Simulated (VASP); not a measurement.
Data:

```
BeSe
1.0
    0.00000     2.59071     2.59071
    2.59071     0.00000     2.59071
    2.59071     2.59071     0.00000
Be Se
1 1
Direct
  0.00000   0.00000   0.00000
  0.75000   0.75000   0.75000
```

Method: PBE GGA, VASP's PBE PAW potentials (set 64) (plane waves; VASP). Run with PREC = Normal, EDIFF = 1E-5, 400 eV cut-off, 10×10×10 Γ-centred mesh, Gaussian smearing of 0.050 eV, potentials Be Se.

Q: Predict the energy per atom (σ→0), band gap (on the k-mesh) with the smallest direct gap where there is one.

A: 
```
Item                                              Value
-----------------------------------  ------------------
band gap (on the k-mesh)                        2.67 eV
smallest direct gap (on the k-mesh)             4.21 eV
energy per atom (σ→0)                -427.4 kJ/mol-atom
```

The compound is BeSe in the zinc blende structure. It was relaxed first.
